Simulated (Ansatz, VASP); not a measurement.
**Two plane-wave programs on Lu3Sc2O**

```
Lu Sc O
1.0
     6.08926    0.00000    0.00000
    -3.04463    5.27346    0.00000
     0.00000    0.00000    5.54808
Lu Sc O
3 2 1
Cartesian
  3.0446 0.0000 2.7740
  1.5223 2.6367 2.7740
  -1.5223 2.6367 2.7740
  0.0000 3.5156 0.0000
  3.0446 1.7578 0.0000
  0.0000 0.0000 0.0000
```

Change from the starting cell: species swapped into the GdCo3B2 type (P6/mmm, No. 191).

Alike in both runs: functional PBE; k mesh 3 × 3 × 6; occupations gaussian, width 0.1 eV; no spin polarisation.

Ansatz relaxed the structure, and its values are those at the end. VASP's run is a single point on that final structure, the one shown.

|  | VASP | Ansatz |
| --- | --- | --- |
| version | VASP 6.6.1 | Ansatz 0.2.0 |
| potentials or method | VASP PAW PBE potentials, release 64 (Lu, Sc_sv, O) | scalar-relativistic, plane waves, PAW |
| plane-wave cutoff (eV) | 520 | 420 |
| valence electrons in the cell | 103 | 103 |

|  | VASP | Ansatz | Ansatz less VASP |
| --- | --- | --- | --- |
| gap on the k mesh at the Fermi level (eV) | none | none | - |
| pressure (GPa) | -0.1 | -0.2 | -0.08 |

A gap of «none» marks a metal or a gap that the smearing closes.

Caveats: the k mesh is coarse (spacing up to 0.40 Å⁻¹), so the values aren't converged; an odd number of electrons without spin polarisation forces a metal; a magnetic or distorted state may lie lower. The runs have no spin-orbit coupling, so splittings on Lu are missing.
